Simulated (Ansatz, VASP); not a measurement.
**Two plane-wave programs on GeBi3**

INCAR

```
SYSTEM = GeBi3
PREC     = Accurate       ! precision mode
ENCUT    = 520            ! plane-wave cutoff, eV
EDIFF    = 1E-7           ! SCF threshold, eV
ISMEAR   = -1             ! smearing method
SIGMA    = 0.05           ! smearing width, eV
LREAL    = .False.        ! projectors in reciprocal space
LASPH    = .True.         ! aspherical terms in the spheres
NELM     = 100            ! most SCF steps
ALGO     = Normal         ! electronic algorithm
ISIF     = 2              ! what is computed and relaxed
LWAVE    = .False.        ! write WAVECAR
LCHARG   = .False.        ! write CHGCAR
GGA      = PE             ! functional
NBANDS   = 38             ! bands
```

Contents of KPOINTS:

```
Automatic mesh
0
Gamma
  6 6 6
  0 0 0
```

Contents of POSCAR:

```
GeBi3
1.0
    0.0000000000      3.9426602736      3.9426602736
    3.9426602736      0.0000000000      3.9426602736
    3.9426602736      3.9426602736      0.0000000000
Bi Ge
3 1
Direct
    0.5000000000      0.5000000000      0.5000000000
    0.7500000000      0.7500000000      0.7500000000
    0.2500000000      0.2500000000      0.2500000000
    0.0000000000      0.0000000000      0.0000000000
```

input.yaml

```yaml
crystal:
  lattice:
    - [0.0, 3.9426602736, 3.9426602736]
    - [3.9426602736, 0.0, 3.9426602736]
    - [3.9426602736, 3.9426602736, 0.0]
  atoms:
    - { symbol: Bi, position: [0.5, 0.5, 0.5] }
    - { symbol: Bi, position: [0.75, 0.75, 0.75] }
    - { symbol: Bi, position: [0.25, 0.25, 0.25] }
    - { symbol: Ge, position: [0.0, 0.0, 0.0] }
hamiltonian:
  xc: pbe
  pseudopotentials: { kind: paw }
kpoints:
  mp_grid: { grid: [6, 6, 6] }
scf:
  occupations: { method: fermi_dirac, width: 0.05 }
output:
  forces: true
  stress: true
  eigenvalues: true
  write_density: true
  write_potential: true
  elf: true
  volumetric_format: npy
```

Change from the starting cell: volume scaled by 1.06.

Alike in both runs: task single point; functional PBE; k mesh 6 × 6 × 6; occupations fermi-dirac, width 0.05 eV; no spin polarisation.

|  | VASP | Ansatz |
| --- | --- | --- |
| version | VASP 6.6.1 | Ansatz 0.2.0 |
| potentials or method | VASP PAW PBE potentials, release 64 (Bi_d, Ge_d) | Ansatz PAW |
| plane-wave cutoff (eV) | 520 | 420 |
| valence electrons in the cell | 59 | 59 |

|  | VASP | Ansatz | Ansatz less VASP |
| --- | --- | --- | --- |
| gap on the k mesh at the Fermi level (eV) | none | none | - |
| pressure (GPa) | -1.9 | -1.9 | +0.06 |

A gap of «none» marks a metal or a gap that the smearing closes. The functional is the same, so the differences come from potentials, cutoffs and numerics.

Caveats: spin-orbit coupling is left out, which moves the levels of the heavy elements.
